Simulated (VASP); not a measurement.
Here is a VASP 6.6.1 calculation.

INCAR

```
PREC = Accurate ; ENCUT = 520
EDIFF = 1E-7 ; ISMEAR = 0
SIGMA = 0.1 ; LREAL = False
LASPH = True ; NELM = 120
ALGO = Normal ; ISIF = 2
LWAVE = False ; LCHARG = False
ISPIN = 2 ; MAGMOM = 0.8
LORBIT = 11 ; LMAXMIX = 4
LDAU = True ; LDAUTYPE = 2
LDAUL = 2 ; LDAUU = 2
LDAUJ = 0 ; LDAUPRINT = 1
GGA = PE ; NBANDS = 15
```

KPOINTS

```
Automatic mesh
0
Gamma
  20 20 20
```

POSCAR

```
Ni                                      
1.0
    0.0000000000      1.7478457024      1.7478457024
    1.7478457024      0.0000000000      1.7478457024
    1.7478457024      1.7478457024      0.0000000000
  Ni            
     1
Direct
     0.0000000000000000    0.0000000000000000    0.0000000000000000
```

KPOINTS_OPT

```
path GXWKGLUWLK,UX
20
line-mode
reciprocal
 0.0000000000  0.0000000000  0.0000000000  G
 0.5000000000  0.0000000000  0.5000000000  X

 0.5000000000  0.0000000000  0.5000000000  X
 0.5000000000  0.2500000000  0.7500000000  W

 0.5000000000  0.2500000000  0.7500000000  W
 0.3750000000  0.3750000000  0.7500000000  K

 0.3750000000  0.3750000000  0.7500000000  K
 0.0000000000  0.0000000000  0.0000000000  G

 0.0000000000  0.0000000000  0.0000000000  G
 0.5000000000  0.5000000000  0.5000000000  L

 0.5000000000  0.5000000000  0.5000000000  L
 0.6250000000  0.2500000000  0.6250000000  U

 0.6250000000  0.2500000000  0.6250000000  U
 0.5000000000  0.2500000000  0.7500000000  W

 0.5000000000  0.2500000000  0.7500000000  W
 0.5000000000  0.5000000000  0.5000000000  L

 0.5000000000  0.5000000000  0.5000000000  L
 0.3750000000  0.3750000000  0.7500000000  K

 0.6250000000  0.2500000000  0.6250000000  U
 0.5000000000  0.0000000000  0.5000000000  X
```

Potentials or basis: VASP PAW PBE potentials, release 64 (Ni).

Launch:

```bash
$ cat potpaw_PBE.64/Ni/POTCAR > POTCAR
$ mpirun -np 1 vasp_std > vasp.out
```

Q: Estimate the net moment.

A: 0.67 μB per cell.

Q: What does it give for the pressure?

A: 0.0 GPa.

Q: What does it give for the site moments?

A: Ni +0.69 μB.

Levels at the corners of the path, in eV from the Fermi level:
Spin up:
| point | band 3 | band 4 | band 5 | band 6 | band 7 | band 8 |
| --- | --- | --- | --- | --- | --- | --- |
| Γ | -2.93 | -2.93 | -1.65 | -1.65 | 24.16 | 28.16 |
| X | -0.91 | -0.91 | -0.91 | 2.73 | 9.30 | 15.27 |
| X | -0.91 | -0.91 | -0.91 | 2.73 | 9.30 | 15.27 |
| W | -3.51 | -1.70 | -0.90 | 7.91 | 7.91 | 10.00 |
| W | -3.51 | -1.70 | -0.90 | 7.91 | 7.91 | 10.00 |
| K | -2.49 | -1.47 | -1.17 | 5.89 | 7.44 | 10.14 |
| K | -2.49 | -1.47 | -1.17 | 5.89 | 7.44 | 10.14 |
| Γ | -2.93 | -2.93 | -1.65 | -1.65 | 24.16 | 28.16 |
| Γ | -2.93 | -2.93 | -1.65 | -1.65 | 24.16 | 28.16 |
| L | -2.87 | -1.01 | -1.01 | -0.06 | 5.74 | 22.62 |
| L | -2.87 | -1.01 | -1.01 | -0.06 | 5.74 | 22.62 |
| U | -2.49 | -1.47 | -1.17 | 5.89 | 7.44 | 10.14 |
| U | -2.49 | -1.47 | -1.17 | 5.89 | 7.44 | 10.14 |
| W | -3.51 | -1.70 | -0.90 | 7.91 | 7.91 | 10.00 |
| W | -3.51 | -1.70 | -0.90 | 7.91 | 7.91 | 10.00 |
| L | -2.87 | -1.01 | -1.01 | -0.06 | 5.74 | 22.62 |
| L | -2.87 | -1.01 | -1.01 | -0.06 | 5.74 | 22.62 |
| K | -2.49 | -1.47 | -1.17 | 5.89 | 7.44 | 10.14 |
| U | -2.49 | -1.47 | -1.17 | 5.89 | 7.44 | 10.14 |
| X | -0.91 | -0.91 | -0.91 | 2.73 | 9.30 | 15.27 |
Spin down:
| point | band 2 | band 3 | band 4 | band 5 | band 6 | band 7 |
| --- | --- | --- | --- | --- | --- | --- |
| Γ | -1.64 | -1.64 | -1.64 | -1.00 | -1.00 | 23.91 |
| X | -3.63 | -0.24 | 0.52 | 0.52 | 2.65 | 9.56 |
| X | -3.63 | -0.24 | 0.52 | 0.52 | 2.65 | 9.56 |
| W | -2.44 | -2.44 | -1.07 | 0.52 | 8.21 | 8.21 |
| W | -2.44 | -2.44 | -1.07 | 0.52 | 8.21 | 8.21 |
| K | -3.19 | -1.42 | -0.83 | 0.24 | 6.20 | 7.69 |
| K | -3.19 | -1.42 | -0.83 | 0.24 | 6.20 | 7.69 |
| Γ | -1.64 | -1.64 | -1.64 | -1.00 | -1.00 | 23.91 |
| Γ | -1.64 | -1.64 | -1.64 | -1.00 | -1.00 | 23.91 |
| L | -2.03 | -2.03 | -0.16 | 0.14 | 0.14 | 6.40 |
| L | -2.03 | -2.03 | -0.16 | 0.14 | 0.14 | 6.40 |
| U | -3.19 | -1.42 | -0.83 | 0.24 | 6.20 | 7.69 |
| U | -3.19 | -1.42 | -0.83 | 0.24 | 6.20 | 7.69 |
| W | -2.44 | -2.44 | -1.07 | 0.52 | 8.21 | 8.21 |
| W | -2.44 | -2.44 | -1.07 | 0.52 | 8.21 | 8.21 |
| L | -2.03 | -2.03 | -0.16 | 0.14 | 0.14 | 6.40 |
| L | -2.03 | -2.03 | -0.16 | 0.14 | 0.14 | 6.40 |
| K | -3.19 | -1.42 | -0.83 | 0.24 | 6.20 | 7.69 |
| U | -3.19 | -1.42 | -0.83 | 0.24 | 6.20 | 7.69 |
| X | -3.63 | -0.24 | 0.52 | 0.52 | 2.65 | 9.56 |

Caveat: the U is typed as a test and isn't derived for this compound. The state reached can hang on the start; a lower one may exist.
